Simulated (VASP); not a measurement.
An input for Ansatz (written as the equivalent of a VASP run, and not itself run):

Ansatz 0.2 input:
```yaml
crystal:
  lattice:
    - [-1.3935892, 1.3935892, 1.3935892]
    - [1.3935892, -1.3935892, 1.3935892]
    - [1.3935892, 1.3935892, -1.3935892]
  atoms:
    - { symbol: Fe, position: [0.0000000, 0.0000000, 0.0000000], spin: 2.1 }
kpoints:
  mp_grid: { grid: [18, 18, 18] }
hamiltonian:
  xc: pbesol
  pseudopotentials: { kind: paw }
magnetization: { spin_polarized: true }
scf:
  occupations: { method: methfessel_paxton, width: 0.1 }
  max_iter: 100
relax:
  max_steps: 40
  f_tol: 0.02
  cell: { p_target: 5 }
output: { forces: true, stress: true, eigenvalues: true }
```

### Question
Write the VASP files for the same calculation (PBEsol).

### Answer
This is not unique; one that fits is 
File KPOINTS:
```
K-points
0
gamma
18 18 18
```

### POSCAR
```
Fe
1
   -1.3935891626     1.3935891626     1.3935891626
    1.3935891626    -1.3935891626     1.3935891626
    1.3935891626     1.3935891626    -1.3935891626
Fe
1
Direct
  0.0000000000   0.0000000000   0.0000000000
```

### INCAR
```
SYSTEM = Fe
PREC = Accurate
ENCUT = 500
EDIFF = 1E-6
NELM = 100
ALGO = Normal
LREAL = .FALSE.
LASPH = .TRUE.
ISMEAR = 1
SIGMA = 0.1
GGA = PS
LMAXMIX = 4
ISPIN = 2
MAGMOM = 2.1
LORBIT = 10
LWAVE = .FALSE.
LCHARG = .FALSE.
IBRION = 2
ISIF = 3
NSW = 40
EDIFFG = -0.02
PSTRESS = 50
```

POTCAR, in this order: Fe (PBE.64 set). Program: vasp_std.

Limits of the translation: each code has its own PAW files, so the cut-off isn't converted (ENCUT is set for VASP's; basis.ecutwfc is left out, and Ansatz then takes the one that its files recommend); Ansatz stops its SCF on the density residual and VASP on the energy change (EDIFF).

The compound is Fe in the bcc structure. This run relaxes it under an external pressure of 5 GPa. Symmetry was kept, so distortions that lower it aren't found.
